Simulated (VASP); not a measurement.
Output of a VASP run:

**OUTCAR**
```
 ion  position               nearest neighbor table
   1  0.333  0.667  0.250-   2 2.89   2 2.89   2 2.89   2 2.89   2 2.89   2 2.89
   2  0.667  0.333  0.750-   1 2.89   1 2.89   1 2.89   1 2.89   1 2.89   1 2.89
  LATTYP: Found a hexagonal cell.
 ALAT       =     2.9500000510
 C/A-ratio  =     1.5864406506
 Subroutine PRICEL returns:
 Original cell was already a primitive cell.
 Subroutine GETGRP returns: Found 24 space group operations
The static configuration has the point symmetry D_3d.
 The point group associated with its full space group is D_6h.
The dynamic configuration has the point symmetry D_3d.
 Subroutine INISYM returns: Found 24 space group operations
 Subroutine IBZKPT returns following result:
 Found     84 irreducible k-points:

 Following reciprocal coordinates:
            Coordinates               Weight
  0.000000  0.000000  0.000000      1.000000
  0.076923  0.000000  0.000000      6.000000
  0.153846  0.000000  0.000000      6.000000
  0.230769  0.000000  0.000000      6.000000
  0.307692  0.000000  0.000000      6.000000
  0.384615  0.000000  0.000000      6.000000
  0.461538 -0.000000  0.000000      6.000000
  0.076923  0.076923  0.000000      6.000000
  0.153846  0.076923  0.000000     12.000000
  0.230769  0.076923  0.000000     12.000000
  0.307692  0.076923  0.000000     12.000000
  0.384615  0.076923  0.000000     12.000000
  0.461538  0.076923  0.000000      6.000000
  0.153846  0.153846  0.000000      6.000000
  0.230769  0.153846  0.000000     12.000000
  0.307692  0.153846  0.000000     12.000000
  0.384615  0.153846  0.000000     12.000000
  0.230769  0.230769  0.000000      6.000000
  0.307692  0.230769  0.000000     12.000000
  0.384615  0.230769  0.000000      6.000000
  0.307692  0.307692  0.000000      6.000000
  0.000000  0.000000  0.142857      2.000000
  0.076923  0.000000  0.142857     12.000000
  0.153846  0.000000  0.142857     12.000000
  0.230769  0.000000  0.142857     12.000000
  0.307692  0.000000  0.142857     12.000000
  0.384615  0.000000  0.142857     12.000000
  0.461538 -0.000000  0.142857     12.000000
  0.076923  0.076923  0.142857     12.000000
  0.153846  0.076923  0.142857     24.000000
  0.230769  0.076923  0.142857     24.000000
  0.307692  0.076923  0.142857     24.000000
  0.384615  0.076923  0.142857     24.000000
  0.461538  0.076923  0.142857     12.000000
  0.153846  0.153846  0.142857     12.000000
  0.230769  0.153846  0.142857     24.000000
  0.307692  0.153846  0.142857     24.000000
  0.384615  0.153846  0.142857     24.000000
  0.230769  0.230769  0.142857     12.000000
  0.307692  0.230769  0.142857     24.000000
   k-points           NKPTS =     84   k-points in BZ     NKDIM =     84   number of bands    NBANDS=     16
   number of dos      NEDOS =    301   number of ions     NIONS =      2
   total plane-waves  NPLWV =  20736
   dimension x,y,z NGX =    24 NGY =   24 NGZ =   36
   dimension x,y,z NGXF=    48 NGYF=   48 NGZF=   72
   ions per type =               2
   PREC   = accura    normal or accurate (medium, high low for compatibility)
   ISTART =      0    job   : 0-new  1-cont  2-samecut
   ICHARG =      2    charge: 1-file 2-atom 10-const
   ISPIN  =      1    spin polarized calculation?
   LNONCOLLINEAR =      F non collinear calculations
   LSORBIT =      F    spin-orbit coupling
   INIWAV =      1    electr: 0-lowe 1-rand  2-diag
   ENCUT  =  520.0 eV  38.22 Ry    6.18 a.u.   5.49  5.49  8.70*2*pi/ulx,y,z
   NELM   =    100;   NELMIN=  2; NELMDL= -5     # of ELM steps
   EDIFF  = 0.1E-05   stopping-criterion for ELM
   LREAL  =      F    real-space projection
   NLSPLINE    = F    spline interpolate recip. space projectors
   LMAXMIX     =    4 max onsite mixed and CHGCAR
   VOSKOWN=      0    Vosko Wilk Nusair interpolation
   EDIFFG = -.1E-01   stopping-criterion for IOM
   NSW    =     60    number of steps for IOM
...
```

File OSZICAR:
```
...
DAV:   4    -0.297372172656E+02   -0.68147E-01   -0.69304E-01  3912   0.467E+00    0.102E+00
DAV:   5    -0.297551358194E+02   -0.17919E-01   -0.27601E-02  2888   0.121E+00    0.762E-01
DAV:   6    -0.297779964967E+02   -0.22861E-01   -0.29254E-02  2688   0.270E+00    0.592E-01
DAV:   7    -0.297753614475E+02    0.26350E-02   -0.81531E-03  3368   0.126E+00    0.193E-01
DAV:   8    -0.297754822812E+02   -0.12083E-03   -0.34208E-03  3448   0.418E-01    0.872E-02
DAV:   9    -0.297756695685E+02   -0.18729E-03   -0.19111E-04  3432   0.130E-01    0.889E-02
DAV:  10    -0.297758063570E+02   -0.13679E-03   -0.61955E-05  2784   0.122E-01    0.481E-02
DAV:  11    -0.297757956490E+02    0.10708E-04   -0.17344E-05  3264   0.594E-02    0.159E-02
DAV:  12    -0.297758134439E+02   -0.17795E-04   -0.58081E-06  2736   0.370E-02    0.194E-03
DAV:  13    -0.297758055515E+02    0.78925E-05   -0.34021E-07  1464   0.725E-03    0.985E-04
DAV:  14    -0.297758075223E+02   -0.19708E-05   -0.11263E-07  1416   0.403E-03    0.201E-04
DAV:  15    -0.297758070869E+02    0.43535E-06   -0.54834E-08  1368   0.226E-03
   2 F= -.29775807E+02 E0= -.29775540E+02  d E =-.877454E-02
       N       E                     dE             d eps       ncg     rms          rms(c)
DAV:   1    -0.299621513385E+02   -0.18634E+00   -0.46271E+00  3648   0.308E+01    0.369E+00
DAV:   2    -0.297544283017E+02    0.20772E+00   -0.10112E+00  3992   0.124E+01    0.136E+00
DAV:   3    -0.297687956798E+02   -0.14367E-01   -0.22214E-01  3264   0.289E+00    0.327E-01
DAV:   4    -0.297773259883E+02   -0.85303E-02   -0.69881E-02  3536   0.146E+00    0.403E-01
DAV:   5    -0.297791139262E+02   -0.17879E-02   -0.54201E-03  3000   0.616E-01    0.249E-01
DAV:   6    -0.297832418773E+02   -0.41280E-02   -0.47855E-03  2688   0.105E+00    0.204E-01
DAV:   7    -0.297831534120E+02    0.88465E-04   -0.13787E-03  3304   0.521E-01    0.398E-02
DAV:   8    -0.297832775339E+02   -0.12412E-03   -0.48586E-04  3472   0.134E-01    0.360E-02
DAV:   9    -0.297833282545E+02   -0.50721E-04   -0.28518E-05  3912   0.450E-02    0.347E-02
DAV:  10    -0.297833191030E+02    0.91515E-05   -0.26187E-05  2688   0.737E-02    0.830E-03
DAV:  11    -0.297833271401E+02   -0.80371E-05   -0.19040E-06  2304   0.138E-02    0.469E-03
DAV:  12    -0.297833234210E+02    0.37191E-05   -0.47515E-07  1384   0.116E-02    0.328E-04
DAV:  13    -0.297833271950E+02   -0.37740E-05   -0.11082E-07  1352   0.511E-03    0.173E-04
DAV:  14    -0.297833263150E+02    0.87997E-06   -0.30088E-08  1344   0.247E-03
   3 F= -.29783326E+02 E0= -.29783114E+02  d E =-.162938E-01
       N       E                     dE             d eps       ncg     rms          rms(c)
DAV:   1    -0.297835527340E+02   -0.22554E-03   -0.56584E-03  3648   0.106E+00    0.129E-01
DAV:   2    -0.297833186296E+02    0.23410E-03   -0.12156E-03  3976   0.433E-01    0.481E-02
DAV:   3    -0.297833300491E+02   -0.11419E-04   -0.26556E-04  3232   0.101E-01    0.115E-02
DAV:   4    -0.297833291772E+02    0.87192E-06   -0.95434E-05  3672   0.531E-02    0.140E-02
DAV:   5    -0.297833370879E+02   -0.79108E-05   -0.60780E-06  2128   0.197E-02    0.925E-03
DAV:   6    -0.297833276036E+02    0.94844E-05   -0.58939E-06  2688   0.376E-02    0.787E-03
DAV:   7    -0.297833355456E+02   -0.79420E-05   -0.13121E-06  1664   0.180E-02    0.236E-03
DAV:   8    -0.297833342000E+02    0.13455E-05   -0.75274E-07  1416   0.965E-03    0.135E-03
DAV:   9    -0.297833340093E+02    0.19072E-06   -0.37604E-07  1344   0.718E-03
   4 F= -.29783334E+02 E0= -.29783124E+02  d E =-.163015E-01
```

**OUTCAR**
```
------------------------ aborting loop because EDIFF is reached ----------------------------------------
  FORCE on cell =-STRESS in cart. coord.  units (eV):
  Direction    XX          YY          ZZ          XY          YZ          ZX
  --------------------------------------------------------------------------------------
  Total       -0.0047279     -0.0047279      0.0186133      0.0000000     -0.0000000      0.0000000
  in kB       -0.2226795     -0.2226795      0.8766627      0.0000000     -0.0000000      0.0000000
  external PRESSURE =       0.1437679 kB  Pullay stress =       0.0000000 kB
  volume of cell :       34.02
      direct lattice vectors                 reciprocal lattice vectors
     1.457587477 -2.524615623  0.000000000     0.343032585 -0.198049951  0.000000000
     1.457587477  2.524615623  0.000000000     0.343032585  0.198049951  0.000000000
     0.000000000  0.000000000  4.622129138    -0.000000000  0.000000000  0.216350511
 POSITION                                       TOTAL-FORCE (eV/Angst)
 -----------------------------------------------------------------------------------
      1.45759      0.84154      1.15553         0.000000      0.000000      0.000000
      1.45759     -0.84154      3.46660         0.000000     -0.000000      0.000000
 -----------------------------------------------------------------------------------
    total drift:                                0.000175      0.001041     -0.000018
  FREE ENERGIE OF THE ION-ELECTRON SYSTEM (eV)
  ---------------------------------------------------
  free  energy   TOTEN  =       -29.7833340093 eV

  energy  without entropy=      -29.7827047733  energy(sigma->0) =      -29.78312426

 reached required accuracy - stopping structural energy minimisation
```
(Selected blocks of OUTCAR.)

**POSCAR**
```
Ti
1
    1.4750000000    -2.5547750000     0.0000000000
    1.4750000000     2.5547750000     0.0000000000
    0.0000000000     0.0000000000     4.6800000000
Ti
2
Direct
  0.3333330000   0.6666670000   0.2500000000
  0.6666670000   0.3333330000   0.7500000000
```

**Question.** Reconstruct the remaining input files.

**Answer.** This is not unique; one that fits is the input of the run itself, TPSS meta-GGA, plane waves, VASP's PBE PAW potentials (set 64).

**KPOINTS**
```
Automatic
0
gamma
 13 13 7
```

INCAR:
```
SYSTEM = Ti
PREC = Accurate
ENCUT = 520
EDIFF = 1E-6
NELM = 100
ALGO = Normal
LREAL = .FALSE.
LASPH = .TRUE.
ISMEAR = 1
SIGMA = 0.1
METAGGA = TPSS
LMIXTAU = .TRUE.
LMAXMIX = 4
LWAVE = .FALSE.
LCHARG = .FALSE.
IBRION = 2
ISIF = 3
NSW = 60
EDIFFG = -0.01
```

POTCAR, in this order: Ti_sv (PBE.64 set). Program: vasp_std.

Energy and stress use the plane-wave basis of the starting cell.

The compound is Ti in the hcp structure. This run relaxes it. Symmetry was kept, so distortions that lower it aren't found.
